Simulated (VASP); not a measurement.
# C in VASP: notebook, part 2 of 2

VASP 6.6.1.

### Step 4. Single point, LDA

File INCAR:

```
SYSTEM = C
PREC = Accurate ; ENCUT = 460
EDIFF = 1E-7 ; ISMEAR = 1
SIGMA = 0.1 ; LREAL = .FALSE.
LASPH = .TRUE. ; NELM = 120
ALGO = Normal ; ISIF = 2
LWAVE = .FALSE. ; LCHARG = .FALSE.
LDIPOL = .TRUE. ; IDIPOL = 3
DIPOL = 0.5 0.5 0.500 ; NBANDS = 32
LVHAR = .TRUE. ; LVACPOTAV = .TRUE.
```

File KPOINTS:

```
Automatic mesh
0
G
  15 15 1
  0 0 0
```

File POSCAR:

```
C
1.0
    2.4599989204      0.0000000000      0.0000000000
   -1.2299994602      2.1304215583      0.0000000000
    0.0000000000      0.0000000000     22.9550000000
C
8
Direct
    0.6666666667      0.3333333333      0.0871269876
    0.3333333334      0.6666666667      0.0876127205
    0.6666666667      0.3333333333      0.4266543237
    0.3333333334      0.6666666667      0.4271400566
    0.3333333334      0.6666666667      0.5728599434
    0.0000000000      0.0000000000      0.5733456763
    0.3333333334      0.6666666667      0.9123872795
    0.0000000000      0.0000000000      0.9128730124
```

On the command line:

```console
$ cat potpaw_LDA.64/C/POTCAR > POTCAR
$ mpirun -np 1 vasp_std > vasp.out
```

Run time: 67 s. Hardware: 1 thread of AMD EPYC 9R45 (Zen 5), shared host; peak memory 0.17 GiB.

The run converged, but some of its settings lie outside the range that counts as converged, so its numbers aren't taken as properties of the slab.

Results:

* Free energy: -80.7627 eV
* Largest force: 0.221 eV/Å
* Band gap on the k mesh: 0.00 eV, direct

Caveat: the cutoff is under 1.25 times the usual one of these potentials, so pressure, stress and relaxed cells hold a basis-set (Pulay) error.

### Step 5. Single point, LDA

This run uses another cell than the first one, of 20.28 Å³/atom, 1.349 times its volume.

INCAR is that of step 4.

File KPOINTS:

```
Automatic mesh
0
G
  10 10 1
  0 0 0
```

File POSCAR:

```
C
1.0
    2.4599989204      0.0000000000      0.0000000000
   -1.2299994602      2.1304215583      0.0000000000
    0.0000000000      0.0000000000     30.9550000000
C
8
Direct
    0.6666666667      0.3333333333      0.1938297529
    0.3333333334      0.6666666667      0.1941899532
    0.6666666667      0.3333333333      0.4456097561
    0.3333333334      0.6666666667      0.4459699564
    0.3333333334      0.6666666667      0.5540300436
    0.0000000000      0.0000000000      0.5543902439
    0.3333333334      0.6666666667      0.8058100468
    0.0000000000      0.0000000000      0.8061702471
```

Potentials or basis: VASP PAW LDA potentials, release 64 (C).

On the command line:

```console
$ cat potpaw_LDA.64/C/POTCAR > POTCAR
$ mpirun -np 1 vasp_std > vasp.out
```

OUTCAR:

```text
SYSTEM = C
   PREC = Accurate
   ENCUT = 460
   EDIFF = 1E-7
   ISMEAR = 1
   LREAL = .FALSE.
   LASPH = .TRUE.
   NELM = 120
   ISIF = 2

 Found     14 irreducible k-points:

 Following reciprocal coordinates:
            Coordinates               Weight
  0.000000  0.000000  0.000000      1.000000
  0.100000  0.000000  0.000000      6.000000
  0.200000  0.000000  0.000000      6.000000
  0.300000  0.000000  0.000000      6.000000
  0.400000  0.000000  0.000000      6.000000
  0.500000  0.000000  0.000000      3.000000
   k-points           NKPTS =     14   k-points in BZ     NKDIM =     14   number of bands    NBANDS=     32
   number of dos      NEDOS =    301   number of ions     NIONS =      8
   total plane-waves  NPLWV =  72576
   dimension x,y,z NGX =    18 NGY =   18 NGZ =  224
   dimension x,y,z NGXF=    36 NGYF=   36 NGZF=  448
   ions per type =               8
   NGX,Y,Z   is equivalent  to a cutoff of  12.16, 12.16, 12.03 a.u.
   NGXF,Y,Z  is equivalent  to a cutoff of  24.33, 24.33, 24.06 a.u.
 SYSTEM =  C
   PREC   = accura    normal or accurate (medium, high low for compatibility)
[... 71 lines left out ...]
      1     -19.9958      2.00000
      2     -19.9045      2.00000
      3     -19.9045      2.00000
      4     -19.8357      2.00000
      5      -8.7557      2.00000
      6      -8.2362      2.00000
[... 175 lines left out ...]
     27      10.6541      0.00000
     28      10.6775      0.00000

 [... further k-points ...]

 [bands above 28 left out]

------------------------ aborting loop because EDIFF is reached ----------------------------------------

  FORCE on cell =-STRESS in cart. coord.  units (eV):
  Direction    XX          YY          ZZ          XY          YZ          ZX
  --------------------------------------------------------------------------------------
  -------------------------------------------------------------------------------------
  Total       -2.9668740     -2.9668740     -0.1795363      0.0000000     -0.0000000      0.0000000
  in kB      -29.3007277    -29.3007277     -1.7730935      0.0000000     -0.0000000      0.0000000
  external PRESSURE =     -20.1248496 kB  Pullay stress =       0.0000000 kB

 VOLUME and BASIS-vectors are now :
 -----------------------------------------------------------------------------
  energy-cutoff  :      460.00
  volume of cell :      162.23
      direct lattice vectors                 reciprocal lattice vectors
     2.459998920  0.000000000  0.000000000     0.406504243  0.234695334  0.000000000
    -1.229999460  2.130421558  0.000000000     0.000000000  0.469390669  0.000000000
     0.000000000  0.000000000 30.955000000     0.000000000  0.000000000  0.032304959

 POSITION                                       TOTAL-FORCE (eV/Angst)
 -----------------------------------------------------------------------------------
      1.23000      0.71014      6.00000         0.000000      0.000000      0.198126
      0.00000      1.42028      6.01115        -0.000000      0.000000     -0.198060
      1.23000      0.71014     13.79385        -0.000000      0.000000      0.190490
      0.00000      1.42028     13.80500        -0.000000      0.000000     -0.188095
      0.00000      1.42028     17.15000         0.000000     -0.000000      0.188095
      0.00000      0.00000     17.16115         0.000000     -0.000000     -0.190490
      0.00000      1.42028     24.94385         0.000000     -0.000000      0.198060
      0.00000      0.00000     24.95500        -0.000000     -0.000000     -0.198126
 -----------------------------------------------------------------------------------
    total drift:                               -0.000000     -0.000000     -0.000000

  FREE ENERGIE OF THE ION-ELECTRON SYSTEM (eV)
  ---------------------------------------------------
  free  energy   TOTEN  =       -80.7635304332 eV

  energy  without entropy=      -80.7638794647  energy(sigma->0) =      -80.76364678

 vacuum level on the upper side and lower side of the slab         3.985         3.985
```

stdout:

```text
POSCAR found type information on POSCAR C
 POSCAR found :  1 types and       8 ions
 scaLAPACK will be used
 LDA part: xc-table for (Slater(with rela. corr.)+CA(PZ))
 , standard interpolation
 POSCAR, INCAR and KPOINTS ok, starting setup
 FFT: planning ... GRIDC
 FFT: planning ... GRID_SOFT
 FFT: planning ... GRID
 WAVECAR not read
 entering main loop
 -----------------------------------------------------------------------------
|                                                                             |
|           W    W    AA    RRRRR   N    N  II  N    N   GGGG   !!!           |
|           W    W   A  A   R    R  NN   N  II  NN   N  G    G  !!!           |
|           W    W  A    A  R    R  N N  N  II  N N  N  G       !!!           |
|           W WW W  AAAAAA  RRRRR   N  N N  II  N  N N  G  GGG   !            |
|           WW  WW  A    A  R   R   N   NN  II  N   NN  G    G                |
|           W    W  A    A  R    R  N    N  II  N    N   GGGG   !!!           |
|                                                                             |
|     Did not find any points to average over, which means that no vacuum     |
|     field-free region was found. Please increase the size of  your cell     |
|     in the dimension of the dipole correction to obtain accurate            |
|     workfunction values.                                                    |
|                                                                             |
 -----------------------------------------------------------------------------
```

Wall time 50 s (1 thread of AMD EPYC 9R45 (Zen 5), shared host); peak memory 0.18 GiB.

These settings aren't checked as converged: the numbers below hold their error.

What came out:

```
Free energy                            : -80.7635 eV
Largest force                          : 0.198 eV/Å
Band gap on the k mesh                 : 1.61 eV, direct
Ionisation potential of the upper face : 5.32 eV
```

Caveat: the cutoff is under 1.25 times the usual one of these potentials, so pressure, stress and relaxed cells hold a basis-set (Pulay) error.
